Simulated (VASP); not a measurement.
All values below come from PBE GGA, VASP's PBE PAW potentials (set 64) (plane waves; VASP).

The input files of a VASP run:

File POSCAR:
```
KF
1
   -0.0000000000     2.7089461445     2.7089461445
    2.7089461445    -0.0000000000     2.7089461445
    2.7089461445     2.7089461445     0.0000000000
K F
1 1
Direct
  0.0000000000   0.0000000000   0.0000000000
  0.5000000000   0.5000000000   0.5000000000
```

**INCAR**
```
# general
SYSTEM = KF
PREC   = Accurate
ENCUT  = 520
LREAL  = .FALSE.
LASPH  = .TRUE.

# electronic loop
EDIFF  = 1E-6   # SCF stop (eV)
NELM   = 100
ALGO   = Normal   # blocked Davidson

# smearing
ISMEAR = 0   # Gaussian
SIGMA  = 0.05   # width (eV)

# functional
GGA    = PE

# ions
IBRION = 2
NSW    = 60   # most ionic steps
ISIF   = 3
EDIFFG = -0.01

# output
LWAVE  = .FALSE.
LCHARG = .FALSE.
```

### KPOINTS
```
kpoints
0
G
8 8 8
0 0 0
```

POTCAR, in this order: K_sv F (PBE.64 set). Program: vasp_std.

The run wrote:

**OSZICAR**
```
       N       E                     dE             d eps       ncg     rms          rms(c)
DAV:   1     0.115783240473E+03    0.11578E+03   -0.84161E+03   696   0.128E+03
DAV:   2    -0.462405079025E+01   -0.12041E+03   -0.11258E+03   920   0.334E+02
DAV:   3    -0.943303323891E+01   -0.48090E+01   -0.47853E+01   896   0.624E+01
DAV:   4    -0.957451075989E+01   -0.14148E+00   -0.14141E+00  1036   0.916E+00
DAV:   5    -0.957574656482E+01   -0.12358E-02   -0.12358E-02   880   0.102E+00    0.628E+00
DAV:   6    -0.832782399706E+01    0.12479E+01   -0.43904E+00   756   0.180E+01    0.363E+00
DAV:   7    -0.830077384923E+01    0.27050E-01   -0.12599E-01   960   0.312E+00    0.218E+00
DAV:   8    -0.829679531200E+01    0.39785E-02   -0.57248E-02   760   0.280E+00    0.210E-01
DAV:   9    -0.829849125847E+01   -0.16959E-02   -0.65542E-03   932   0.666E-01    0.121E-01
DAV:  10    -0.829906001833E+01   -0.56876E-03   -0.94215E-04   760   0.305E-01    0.606E-02
DAV:  11    -0.829919017847E+01   -0.13016E-03   -0.37123E-04   740   0.156E-01    0.204E-02
DAV:  12    -0.829918116656E+01    0.90119E-05   -0.63363E-05   876   0.667E-02    0.692E-03
DAV:  13    -0.829918085000E+01    0.31656E-06   -0.48591E-06   756   0.221E-02
   1 F= -.82991809E+01 E0= -.82991809E+01  d E =-.829918E+01
       N       E                     dE             d eps       ncg     rms          rms(c)
DAV:   1    -0.829954043398E+01   -0.35927E-03   -0.67979E-03   796   0.947E-01    0.143E-01
DAV:   2    -0.829923531790E+01    0.30512E-03   -0.13186E-03   796   0.356E-01    0.369E-02
DAV:   3    -0.829920230379E+01    0.33014E-04   -0.62824E-05   976   0.878E-02    0.245E-02
DAV:   4    -0.829919594658E+01    0.63572E-05   -0.22369E-05  1236   0.381E-02    0.200E-02
DAV:   5    -0.829919504043E+01    0.90615E-06   -0.95084E-07   668   0.871E-03
   2 F= -.82991950E+01 E0= -.82991950E+01  d E =-.141904E-04
```

### OUTCAR
```
------------------------ aborting loop because EDIFF is reached ----------------------------------------
  FORCE on cell =-STRESS in cart. coord.  units (eV):
  Direction    XX          YY          ZZ          XY          YZ          ZX
  --------------------------------------------------------------------------------------
  Total        0.0067574      0.0067574      0.0067574      0.0000000      0.0000000      0.0000000
  in kB        0.2718957      0.2718957      0.2718957      0.0000000      0.0000000      0.0000000
  external PRESSURE =       0.2718957 kB  Pullay stress =       0.0000000 kB
  volume of cell :       39.82
      direct lattice vectors                 reciprocal lattice vectors
     0.000000000  2.710306691  2.710306691    -0.184480967  0.184480967  0.184480967
     2.710306691  0.000000000  2.710306691     0.184480967 -0.184480967  0.184480967
     2.710306691  2.710306691  0.000000000     0.184480967  0.184480967 -0.184480967
  FREE ENERGIE OF THE ION-ELECTRON SYSTEM (eV)
  ---------------------------------------------------
  free  energy   TOTEN  =        -8.2991950404 eV

  energy  without entropy=       -8.2991950404  energy(sigma->0) =       -8.29919504

 reached required accuracy - stopping structural energy minimisation
```
(Selected blocks of OUTCAR.)

**CONTCAR**
```
KF
   1.00000000000000
     0.0000000000000000    2.7103066905398565    2.7103066905398565
     2.7103066905398565    0.0000000000000000    2.7103066905398565
     2.7103066905398565    2.7103066905398565    0.0000000000000000
  K               F
     1     1
Direct
     0.0000000000000000    0.0000000000000000    0.0000000000000000
     0.5000000000000000    0.5000000000000000    0.5000000000000000
```

The compound is KF in the rock salt structure. This run relaxes it. Symmetry was kept, so distortions that lower it aren't found. The start is the result of an earlier pass.
